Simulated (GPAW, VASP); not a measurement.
This is a calculation of TeRu for VASP 6.6.1. The cell comes from a database or a generator and needn't be the stable form of this composition.

Contents of INCAR:

```
PREC = Accurate ; ENCUT = 520
EDIFF = 1E-6 ; ISMEAR = 0
SIGMA = 0.05 ; LREAL = False
LASPH = True ; NELM = 80
ALGO = Normal ; ISIF = 2
LWAVE = False ; LCHARG = True
ISPIN = 2 ; MAGMOM = 1 0
LORBIT = 11 ; LMAXMIX = 4
LDAU = True ; LDAUTYPE = 2
LDAUL = 2 -1 ; LDAUU = 4 0
LDAUJ = 0 0 ; LDAUPRINT = 1
GGA = PS ; LELF = True
LVHAR = True ; NBANDS = 21
```

File KPOINTS:

```
Automatic mesh
0
Gamma
  6 6 5
```

POSCAR

```
TeRu
1.0
    3.7950828900      0.0000000000      0.0000000000
   -1.8975414500      3.2866381900      0.0000000000
    0.0000000000      0.0000000000      3.7038128800
Ru Te
1 1
Direct
    0.0000000000      0.0000000000      0.0000000000
    0.6666666667      0.3333333333      0.5000000000
```

Potentials or basis: VASP PAW PBE potentials, release 64 (Ru_pv, Te).

Run with:

```sh
$ cat potpaw_PBE.64/Ru_pv/POTCAR potpaw_PBE.64/Te/POTCAR > POTCAR
$ mpirun -np 1 vasp_std > vasp.out
```

Translate it to GPAW 26.7.0 (ASE script). Potentials or basis there: PAW data sets generated for this functional, cutoff 600 eV.

As run (cutoffs and basis follow the program's own potentials, and thresholds, step limits or extra output files can differ):

Contents of run.py:

```python
from ase.dft.bandgap import bandgap
from ase.io import read, write
from ase.units import GPa
from gpaw import GPAW, PW, setup_paths

setup_paths.insert(0, '.')

atoms = read('POSCAR')
atoms.set_initial_magnetic_moments([1.0, 0.0])

calc = GPAW(mode=PW(600),
            xc='PBEsol',
            kpts={'size': (6, 6, 5), 'gamma': True},
            occupations={'name': 'methfessel-paxton', 'order': 0, 'width': 0.05},
            setups={'Ru': ':d,4.0'},
            nbands=22,
            convergence={'density': 1e-05, 'energy': 1e-05},
            maxiter=150,
            txt='gpaw.txt')
atoms.calc = calc
energy = atoms.get_potential_energy()
forces = atoms.get_forces()
stress = atoms.get_stress()
calc.write('gs.gpw')
write('result.traj', atoms)
print(f'Energy: {energy:.6f} eV')
print('Forces (eV/A):')
print(forces.round(4))
print('Stress (GPa):', (stress / GPa).round(3))
print('Moments:', calc.get_magnetic_moments().round(3))
print('Fermi level:', round(calc.get_fermi_level(), 4), 'eV')
print(f'Gap: {bandgap(calc)[0]:.4f} eV, direct: {bandgap(calc, direct=True)[0]:.4f} eV')
```

The input POSCAR:

```
TeRu
1.0
    3.7950828903      0.0000000000      0.0000000000
   -1.8975414451      3.2866381925      0.0000000000
    0.0000000000      0.0000000000      3.7038128800
Ru Te
1 1
Direct
    0.0000000000      0.0000000000      0.0000000000
    0.6666666667      0.3333333333      0.5000000000
```

Potentials or basis: PAW data sets generated in the run's folder for this functional, pw.

Run with:

```bash
$ gpaw-setup -f PBEsol Ru Te
$ OMP_NUM_THREADS=1 python run.py
```

Both were run:

|  | VASP | GPAW |
| --- | --- | --- |
| Pressure | -9.5 GPa | 0.8 GPa |
| Net moment | 2.32 μB per cell | 2.93 μB per cell |

The potentials hold 20 and 22 valence electrons a cell.

VASP's potentials were made for PBE.

The magnetic state is the one that the start led to; the real crystal's order can differ.

The two runs disagree by more than potentials and bases usually give (in gap, levels, pressure or energy); the cause wasn't traced.

How U acts hangs on each program's projectors.

Pressure is positive in compression.
